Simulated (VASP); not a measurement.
# Nb2IN3 (P-3m1) in VASP: reference runs

Reference runs on Nb2IN3: the cell as given.

Everything below comes from runs of VASP 6.6.1. Logs are shortened: lines on timing, memory, paths and dates and some standing lists are left out, and cuts for length are marked.

**1. The crystal as given**

Symmetry: P-3m1, No. 164, trigonal system. Conventional cell: a = 3.794 Å, b = 3.794 Å, c = 9.326 Å, α = 90.00°, β = 90.00°, γ = 120.00°. Around Nb (site symmetry 3m) lie 6 N at 2.73 Å. Around I (site symmetry -3m) lie 6 N at 2.61 Å. Around N (site symmetry -3m) lie 6 Nb at 2.73 Å. Around N (site symmetry 3m) lie 3 I at 2.61 Å and 3 Nb at 2.73 Å.

The cell was built by a generator and needn't be a form met in nature.

**2. Single point, PBE**

INCAR reads:

```
SYSTEM = Nb2IN3
  PREC = Accurate
  ENCUT = 520
  EDIFF = 1E-7
  ISMEAR = -1
  SIGMA = 0.05
  LREAL = .FALSE.
  LASPH = .TRUE.
  NELM = 80
  ALGO = Normal
  ISIF = 2
  LWAVE = .FALSE.
  LCHARG = .FALSE.
  GGA = PE
  NBANDS = 33
```

KPOINTS reads:

```
regular mesh
0
G
  8 8 3
  0 0 0
```

POSCAR reads:

```
Nb2IN3
1.0
    3.7938759900      0.0000000000      0.0000000000
   -1.8969380000      3.2855929900      0.0000000000
    0.0000000000      0.0000000000      9.3264592300
Nb I N
2 1 3
Direct
    0.3333333300      0.6666666700      0.6738277100
    0.6666666700      0.3333333300      0.3261722900
    0.0000000000      0.0000000000      0.0000000000
    0.0000000000      0.0000000000      0.5000000000
    0.3333333300      0.6666666700      0.1513343600
    0.6666666700      0.3333333300      0.8486656400
```

Potentials or basis: VASP PAW PBE potentials, release 64 (Nb_sv, I, N).

The run is started by

```sh
$ cat potpaw_PBE.64/Nb_sv/POTCAR potpaw_PBE.64/I/POTCAR potpaw_PBE.64/N/POTCAR > POTCAR
$ mpirun -np 1 vasp_std > vasp.out
```

OUTCAR:

```text
SYSTEM = Nb2IN3
   PREC = Accurate
   ENCUT = 520
   EDIFF = 1E-7
   ISMEAR = -1
   LREAL = .FALSE.
   LASPH = .TRUE.
   NELM = 80
   ISIF = 2
   GGA = PE

 ion  position               nearest neighbor table
   1  0.333  0.667  0.674-
   2  0.667  0.333  0.326-
   3  0.000  0.000  0.000-   5 2.61   6 2.61   6 2.61   5 2.61   6 2.61   5 2.61
   4  0.000  0.000  0.500-
   5  0.333  0.667  0.151-   3 2.61   3 2.61   3 2.61
   6  0.667  0.333  0.849-   3 2.61   3 2.61   3 2.61

  LATTYP: Found a hexagonal cell.
 ALAT       =     3.7938759900
 C/A-ratio  =     2.4582931162

  Lattice vectors:

 A1 = (   3.7938759900,   0.0000000000,   0.0000000000)
 A2 = (  -1.8969380000,   3.2855929900,   0.0000000000)
 A3 = (   0.0000000000,   0.0000000000,   9.3264592300)

Analysis of symmetry for initial positions (statically):
=====================================================================
 Subroutine PRICEL returns:
 Original cell was already a primitive cell.

 Routine SETGRP: Setting up the symmetry group for a
 hexagonal supercell.

 Subroutine GETGRP returns: Found 12 space group operations
 (whereof 12 operations were pure point group operations)
 out of a pool of 24 trial point group operations.

The static configuration has the point symmetry D_3d.

Analysis of symmetry for dynamics (positions and initial velocities):
=====================================================================
 Subroutine PRICEL returns:
 Original cell was already a primitive cell.

 Routine SETGRP: Setting up the symmetry group for a
 hexagonal supercell.

 Subroutine GETGRP returns: Found 12 space group operations
 (whereof 12 operations were pure point group operations)
 out of a pool of 24 trial point group operations.

The dynamic configuration has the point symmetry D_3d.

 Subroutine INISYM returns: Found 12 space group operations
 (whereof 12 operations are pure point group operations),
 and found     1 'primitive' translations

----------------------------------------------------------------------------------------

                                     Primitive cell

  volume of cell :     116.2555

  direct lattice vectors                    reciprocal lattice vectors
     3.793875990  0.000000000  0.000000000     0.263582680  0.152179531  0.000000000
    -1.896938000  3.285592990  0.000000000     0.000000000  0.304359062  0.000000000
     0.000000000  0.000000000  9.326459230     0.000000000  0.000000000  0.107221827

  length of vectors
     3.793875990  3.793875996  9.326459230     0.304359062  0.304359062  0.107221827

  position of ions in fractional coordinates (direct lattice)
     0.333333330  0.666666670  0.673827710
     0.666666670  0.333333330  0.326172290
     0.000000000  0.000000000  0.000000000
     0.000000000  0.000000000  0.500000000
     0.333333330  0.666666670  0.151334360
     0.666666670  0.333333330  0.848665640

  ion indices of the primitive-cell ions
   primitive index   ion index
                 1           1
                 2           2
                 3           3
                 4           4
                 5           5
                 6           6

----------------------------------------------------------------------------------------

 KPOINTS: regular mesh

Automatic generation of k-mesh.
 Grid dimensions read from file:
 generate k-points for:    8    8    3

 Generating k-lattice:

  Cartesian coordinates                     Fractional coordinates (reciprocal lattice)
     0.032947835  0.019022441  0.000000000     0.125000000  0.000000000  0.000000000
     0.000000000  0.038044883  0.000000000     0.000000000  0.125000000  0.000000000
     0.000000000  0.000000000  0.035740609     0.000000000  0.000000000  0.333333333

  Length of vectors
     0.038044883  0.038044883  0.035740609

  Shift w.r.t. Gamma in fractional coordinates (k-lattice)
     0.000000000  0.000000000  0.000000000

 Subroutine IBZKPT returns following result:
 ===========================================

 Found     25 irreducible k-points:

 Following reciprocal coordinates:
            Coordinates               Weight
  0.000000  0.000000  0.000000      1.000000
  0.125000  0.000000  0.000000      6.000000
  0.250000  0.000000  0.000000      6.000000
  0.375000  0.000000  0.000000      6.000000
  0.500000  0.000000  0.000000      3.000000
  0.125000  0.125000  0.000000      6.000000
[... 16 lines left out ...]
 -0.125000  0.500000  0.333333     12.000000
  0.250000  0.250000  0.333333     12.000000
   k-points           NKPTS =     25   k-points in BZ     NKDIM =     25   number of bands    NBANDS=     33
   number of dos      NEDOS =    301   number of ions     NIONS =      6
   total plane-waves  NPLWV =  54880
   dimension x,y,z NGX =    28 NGY =   28 NGZ =   70
   dimension x,y,z NGXF=    56 NGYF=   56 NGZF=  140
   ions per type =               2   1   3
   NGX,Y,Z   is equivalent  to a cutoff of  12.27, 12.27, 12.48 a.u.
   NGXF,Y,Z  is equivalent  to a cutoff of  24.54, 24.54, 24.96 a.u.
 SYSTEM =  Nb2IN3
   PREC   = accura    normal or accurate (medium, high low for compatibility)
   ISTART =      0    job   : 0-new  1-cont  2-samecut
   ICHARG =      2    charge: 1-file 2-atom 10-const
   ISPIN  =      1    spin polarized calculation?
   LNONCOLLINEAR =      F non collinear calculations
   LSORBIT =      F    spin-orbit coupling
   LASPH  =      T    aspherical Exc in radial PAW
   ENCUT  =  520.0 eV  38.22 Ry    6.18 a.u.   7.05  7.05 17.34*2*pi/ulx,y,z
   NELM   =     80;   NELMIN=  2; NELMDL= -5     # of ELM steps
   EDIFF  = 0.1E-06   stopping-criterion for ELM
   LREAL  =      F    real-space projection
   EDIFFG = 0.1E-05   stopping-criterion for IOM
   NSW    =      0    number of steps for IOM
   IBRION =     -1    ionic relax: 0-MD 1-quasi-New 2-CG
   NFREE  =      0    steps in history (QN), initial steepest desc. (CG)
   ISIF   =      2    stress and relaxation
   ISYM   =      2    0-nonsym 1-usesym 2-fastsym
   POTIM  = 0.5000    time-step for ionic-motion
   TEBEG  =    0.0;   TEEND  =   0.0 temperature during run
   PSTRESS=    0.0 pullay stress
   NELECT =      48.0000    total number of electrons
   NUPDOWN=      -1.0000    fix difference up-down
   EMIN   =  10.00;   EMAX   =-10.00  energy-range for DOS
   EFERMI =   0.00;   METHOD = LEGACY
   ISMEAR =    -1;   SIGMA  =   0.05  broadening in eV -4-tet -1-fermi 0-gaus
   EFERMI_NEDOS =   21; number of points for ismear=-14 and -15
   IALGO  =     38    algorithm
   IMIX   =      4    mixing-type and parameters
     AMIX     =   0.40;   BMIX     =  1.00
     AMIX_MAG =   1.60;   BMIX_MAG =  1.00
  volume/ion in A,a.u.               =      19.38       130.76
  Fermi-wavevector in a.u.,A,eV,Ry     =   1.219038  2.303648 20.218997  1.486054
  Thomas-Fermi vector in A             =   2.354304
   LORBIT       =      0    0 simple, 1 ext, 2 COOP (PROOUT), +10 PAW based schemes
   GGA     = PE    functional components
   LHFCALC =     F    Hartree Fock is set to
   AEXX    =    0.0000 exact exchange contribution
   IVDW    =     0    specifies the selected vdW correction
   LEPSILON=     F    determine dielectric tensor
   LRPA    =     F    only Hartree local field effects (RPA)
 non-spin polarized calculation
  energy-cutoff  :      520.00
  volume of cell :      116.26
 maximum number of plane-waves:      3144
   NGX = 15   NGY = 15   NGZ = 35

 number of electron      47.9999997 magnetization

 Free energy of the ion-electron system (eV)
  ---------------------------------------------------
  ext. energy  EPLUGINS =         0.00000000
  ---------------------------------------------------
  free energy    TOTEN  =       -36.19918405 eV

  energy without entropy =      -36.11811348  energy(sigma->0) =      -36.15864877

 E-fermi :   6.0430     XC(G=0): -10.2693

 val. band max:        6.0404556948   @ k =   0.0000   0.2500   0.3333
 cond. band min:       6.0485048072   @ k =   0.3750   0.1250   0.3333
 fundamental gap:      0.0080491124
 Fermi energy:         6.0430080632

 k-point     1 :       0.0000    0.0000    0.0000
  band No.  band energies     occupation
      1     -50.4701      2.00000
      2     -50.4679      2.00000
      3     -26.4211      2.00000
      4     -26.3871      2.00000
      5     -26.3575      2.00000
      6     -26.3575      2.00000
[... 25 lines left out ...]
     32       6.8588      0.00000
     33       7.4041      0.00000

 k-point     2 :       0.1250    0.0000    0.0000
  band No.  band energies     occupation
      1     -50.4693      2.00000
      2     -50.4673      2.00000
      3     -26.4186      2.00000
      4     -26.3874      2.00000
      5     -26.3671      2.00000
      6     -26.3638      2.00000
[... 25 lines left out ...]
     32       7.3707      0.00000
     33       7.7867      0.00000

 k-point     3 :       0.2500    0.0000    0.0000
  band No.  band energies     occupation
      1     -50.4675      2.00000
      2     -50.4659      2.00000
      3     -26.4128      2.00000
      4     -26.3963      2.00000
      5     -26.3873      2.00000
      6     -26.3821      2.00000
[... 25 lines left out ...]
     32       7.9332      0.00000
     33       7.9683      0.00000

 k-point     4 :       0.3750    0.0000    0.0000
  band No.  band energies     occupation
      1     -50.4656      2.00000
      2     -50.4645      2.00000
      3     -26.4203      2.00000
      4     -26.4157      2.00000
      5     -26.3992      2.00000
      6     -26.3847      2.00000
[... 673 lines left out ...]
     32       7.9294      0.00000
     33       8.4644      0.00000

 k-point    23 :      -0.1250    0.5000    0.3333
  band No.  band energies     occupation
      1     -50.4647      2.00000
      2     -50.4640      2.00000
      3     -26.4246      2.00000
      4     -26.4194      2.00000
      5     -26.3965      2.00000
      6     -26.3872      2.00000
[... 25 lines left out ...]
     32       7.8315      0.00000
     33       8.4081      0.00000

 k-point    24 :       0.2500    0.2500    0.3333
  band No.  band energies     occupation
      1     -50.4647      2.00000
      2     -50.4640      2.00000
      3     -26.4165      2.00000
      4     -26.4134      2.00000
      5     -26.3978      2.00000
      6     -26.3881      2.00000
[... 25 lines left out ...]
     32       7.9666      0.00000
     33       8.3153      0.00000

 [... further k-points ...]

------------------------ aborting loop because EDIFF is reached ----------------------------------------

  FORCE on cell =-STRESS in cart. coord.  units (eV):
  Direction    XX          YY          ZZ          XY          YZ          ZX
  --------------------------------------------------------------------------------------
  -------------------------------------------------------------------------------------
  Total      -21.4843745    -21.4843746    -22.8302891      0.0000000     -0.0000000      0.0000000
  in kB     -296.0871823   -296.0871830   -314.6359209      0.0000005     -0.0000000      0.0000000
  external PRESSURE =    -302.2700954 kB  Pullay stress =       0.0000000 kB

 VOLUME and BASIS-vectors are now :
 -----------------------------------------------------------------------------
  energy-cutoff  :      520.00
  volume of cell :      116.26
      direct lattice vectors                 reciprocal lattice vectors
     3.793875990  0.000000000  0.000000000     0.263582680  0.152179531  0.000000000
    -1.896938000  3.285592990  0.000000000     0.000000000  0.304359062  0.000000000
     0.000000000  0.000000000  9.326459230     0.000000000  0.000000000  0.107221827

 POSITION                                       TOTAL-FORCE (eV/Angst)
 -----------------------------------------------------------------------------------
     -0.00000      2.19040      6.28443        -0.000000      0.000000     -1.475738
      1.89694      1.09520      3.04203         0.000000      0.000000      1.475738
      0.00000      0.00000      0.00000         0.000000      0.000000      0.000000
      0.00000      0.00000      4.66323         0.000000      0.000000      0.000000
     -0.00000      2.19040      1.41141         0.000000      0.000000      1.965741
      1.89694      1.09520      7.91505        -0.000000     -0.000000     -1.965741
 -----------------------------------------------------------------------------------
    total drift:                               -0.000000      0.000000      0.000000

  FREE ENERGIE OF THE ION-ELECTRON SYSTEM (eV)
  ---------------------------------------------------
  free  energy   TOTEN  =       -36.1991840545 eV

  energy  without entropy=      -36.1181134768  energy(sigma->0) =      -36.15864877
```

Wall time 1.7 min (1 thread of Intel Xeon 6975P-C (Granite Rapids), shared host); peak memory 0.26 GiB.

What came out:

| Property | Result |
| --- | --- |
| Free energy | -36.1992 eV |
| Pressure | -30.2 GPa |
| Largest force | 1.966 eV/Å |
| Band gap on the k mesh | none (metal or under the smearing width) |

Forces in eV/Å, atoms in the order of the input:
```
Nb   0.000  0.000 -1.476
Nb   0.000  0.000  1.476
I    0.000  0.000  0.000
N    0.000  0.000  0.000
N    0.000  0.000  1.966
N    0.000  0.000 -1.966
```

Stress tensor (GPa, compression positive):
```
-29.61   0.00   0.00
  0.00 -29.61   0.00
  0.00   0.00 -31.46
```

Levels at points of the mesh, in eV from the Fermi level:
| k point | band 21 | band 22 | band 23 | band 24 | band 25 | band 26 | band 27 | band 28 |
| --- | --- | --- | --- | --- | --- | --- | --- | --- |
| (0.00, 0.00, 0.00) | -2.31 | -1.17 | -0.30 | -0.28 | -0.28 | -0.15 | -0.15 | 0.34 |
| (0.50, 0.00, 0.00) | -2.42 | -1.27 | -0.47 | 0.13 | 0.65 | 0.82 | 0.93 | 0.98 |

Caveat: a pressure of tens of GPa on the cell as given is suspect, and the run, the potentials or the cell itself is likely at fault; forces of over 1 eV/Å show positions far from the minimum, so gaps and moduli don't describe the material at rest. The run has no spin-orbit coupling, so splittings on I are missing.
